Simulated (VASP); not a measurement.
Data:

```yaml
crystal:
  lattice:
    - [-2.22771, 2.22771, 2.22771]
    - [2.22771, -2.22771, 2.22771]
    - [2.22771, 2.22771, -2.22771]
  atoms:
    - { symbol: Eu, position: [0.00000, 0.00000, 0.00000] }
```

These are PBE GGA, VASP's PBE PAW potentials (set 64) (plane waves; VASP 6.6.1) values and carry that method's errors. Run with 520 eV cut-off, 13×13×13 Γ-centred mesh, tetrahedra with Blöchl corrections, potentials Eu_2.

The 4f electrons are frozen in the core of the lanthanide potential, so 4f levels, which can set the real gap, and their magnetism are missing.

Q: Predict the energy per atom (σ→0), band gap (on the k-mesh) with the smallest direct gap where there is one.

A: 
```
Quantity                                                     Value
------------------------  ----------------------------------------
band gap (on the k-mesh)  none (metal, semimetal or under 0.01 eV)
energy per atom (σ→0)                           -179.6 kJ/mol-atom
```

Total energies compare only between runs with the same potentials, cut-off and functional.

The compound is Eu in the bcc structure. It was relaxed first, which changed the volume by -8 %.
